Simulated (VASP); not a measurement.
Method: revTPSS meta-GGA, VASP's PBE PAW potentials (set 64) (plane waves; VASP).

Input for VASP

KPOINTS:
```
Automatic mesh
0
Gamma
10 10 10
0 0 0
```

POSCAR:
```
AlN
1
    0.0000000000     2.2345793600     2.2345793600
    2.2345793600     0.0000000000     2.2345793600
    2.2345793600     2.2345793600     0.0000000000
Al N
1 1
Direct
  0.0000000000   0.0000000000   0.0000000000
  0.2500000000   0.2500000000   0.2500000000
```

INCAR:
```
! general
SYSTEM =AlN
PREC   =Accurate
ENCUT  =520   ! plane-wave cut-off (eV)
LREAL  =.FALSE.
LASPH  =.TRUE.

! electronic loop
EDIFF  =1E-7   ! SCF stop (eV)
NELM   =100   ! most electronic steps
ALGO   =Normal   ! blocked Davidson
LMIXTAU=.TRUE.

! smearing
ISMEAR =0
SIGMA  =0.05

! functional
METAGGA=RTPSS

! ions
ISIF   =2   ! forces and stress, cell fixed

! output
LWAVE  =.FALSE.
LCHARG =.FALSE.
```

POTCAR, in this order: Al N (PBE.64 set). Program: vasp_std.

The run wrote:

**OSZICAR**
```
       N       E                     dE             d eps       ncg     rms          rms(c)
DAV:   1     0.265690023688E+02    0.26569E+02   -0.40641E+03   792   0.902E+02
DAV:   2    -0.144293972659E+02   -0.40998E+02   -0.38504E+02  1136   0.213E+02
DAV:   3    -0.158374513888E+02   -0.14081E+01   -0.14081E+01  1032   0.457E+01
DAV:   4    -0.158508278056E+02   -0.13376E-01   -0.13376E-01  1264   0.535E+00
DAV:   5    -0.158508845212E+02   -0.56716E-04   -0.56716E-04  1056   0.262E-01    0.883E+00
DAV:   6    -0.175895625727E+02   -0.17387E+01   -0.55578E+00   752   0.360E+01    0.392E+00
DAV:   7    -0.168108544930E+02    0.77871E+00   -0.69013E+00   896   0.202E+01    0.273E+00
DAV:   8    -0.177776616931E+02   -0.96681E+00   -0.19988E+00   784   0.135E+01    0.124E+00
DAV:   9    -0.177734436561E+02    0.42180E-02   -0.17966E-01   752   0.377E+00    0.895E-01
DAV:  10    -0.178251195095E+02   -0.51676E-01   -0.15177E-01   752   0.333E+00    0.990E-02
DAV:  11    -0.178325720961E+02   -0.74526E-02   -0.73785E-03   816   0.106E+00    0.233E-01
DAV:  12    -0.178334030570E+02   -0.83096E-03   -0.11920E-04  1064   0.123E-01    0.207E-01
DAV:  13    -0.178339742538E+02   -0.57120E-03   -0.59787E-04   816   0.178E-01    0.160E-02
DAV:  14    -0.178349105183E+02   -0.93626E-03   -0.27280E-04   752   0.187E-01    0.257E-02
DAV:  15    -0.178348951158E+02    0.15402E-04   -0.73608E-06  1096   0.244E-02    0.242E-02
DAV:  16    -0.178348983615E+02   -0.32456E-05   -0.12953E-05   752   0.364E-02    0.836E-03
DAV:  17    -0.178349009722E+02   -0.26107E-05   -0.18396E-06   768   0.168E-02    0.372E-03
DAV:  18    -0.178348993655E+02    0.16067E-05   -0.21028E-06   928   0.126E-02    0.801E-04
DAV:  19    -0.178349001872E+02   -0.82178E-06   -0.15992E-07   768   0.386E-03    0.107E-03
DAV:  20    -0.178349001692E+02    0.18025E-07   -0.95305E-08   384   0.202E-03
   1 F= -.17834900E+02 E0= -.17834900E+02  d E =-.437611E-11
```

File OUTCAR:
```
------------------------ aborting loop because EDIFF is reached ----------------------------------------
  FORCE on cell =-STRESS in cart. coord.  units (eV):
  Direction    XX          YY          ZZ          XY          YZ          ZX
  --------------------------------------------------------------------------------------
  Total       -1.4574575     -1.4574575     -1.4574575     -0.0000000     -0.0000000     -0.0000000
  in kB     -104.6379325   -104.6379325   -104.6379325     -0.0000000     -0.0000000     -0.0000000
  external PRESSURE =    -104.6379325 kB  Pullay stress =       0.0000000 kB
  volume of cell :       22.32
      direct lattice vectors                 reciprocal lattice vectors
     0.000000000  2.234579360  2.234579360    -0.223755759  0.223755759  0.223755759
     2.234579360  0.000000000  2.234579360     0.223755759 -0.223755759  0.223755759
     2.234579360  2.234579360  0.000000000     0.223755759  0.223755759 -0.223755759
  FREE ENERGIE OF THE ION-ELECTRON SYSTEM (eV)
  ---------------------------------------------------
  free  energy   TOTEN  =       -17.8349001692 eV

  energy  without entropy=      -17.8349001692  energy(sigma->0) =      -17.83490017
```
(Selected blocks of OUTCAR.)

**OUTCAR**
```
 val. band max:        5.2662754221   @ k =   0.0000   0.0000   0.0000

 cond. band min:       8.4533577749   @ k =   0.5000   0.5000   0.0000


 Fermi energy:         5.4719818564

 k-point     1 :       0.0000    0.0000    0.0000
  band No.  band energies     occupation
      1      -9.8195      2.00000
      2       5.2663      2.00000
      3       5.2663      2.00000
      4       5.2663      2.00000
      5       8.8443      0.00000
      6      17.5964      0.00000
      7      17.5964      0.00000
      8      17.5964      0.00000

 k-point     2 :       0.1000    0.0000    0.0000
  band No.  band energies     occupation
      1      -9.6848      2.00000
      2       4.4235      2.00000
      3       5.2165      2.00000
      4       5.2165      2.00000
      5       9.5582      0.00000
      6      17.1724      0.00000
      7      17.7172      0.00000
      8      17.7172      0.00000

 k-point     3 :       0.2000    0.0000    0.0000
  band No.  band energies     occupation
      1      -9.3045      2.00000
      2       2.8396      2.00000
      3       5.0919      2.00000
      4       5.0919      2.00000
      5      10.7291      0.00000
      6      16.3081      0.00000
      7      17.6412      0.00000
      8      17.6412      0.00000

 k-point     4 :       0.3000    0.0000    0.0000
  band No.  band energies     occupation
      1      -8.7599      2.00000
      2       1.2651      2.00000
      3       4.9488      2.00000
      4       4.9488      2.00000
      5      11.6098      0.00000
      6      15.4925      0.00000
      7      17.0140      0.00000
      8      17.0140      0.00000

 k-point     5 :       0.4000    0.0000    0.0000
  band No.  band energies     occupation
      1      -8.2282      2.00000
      2       0.0667      2.00000
      3       4.8409      2.00000
      4       4.8409      2.00000
      5      12.0719      0.00000
      6      14.9149      0.00000
      7      16.4420      0.00000
...
```

The compound is AlN in the zinc blende structure, a metastable form; wurtzite is the usual one. This cell is one point of a volume scan, at 1.06 of the reference volume.
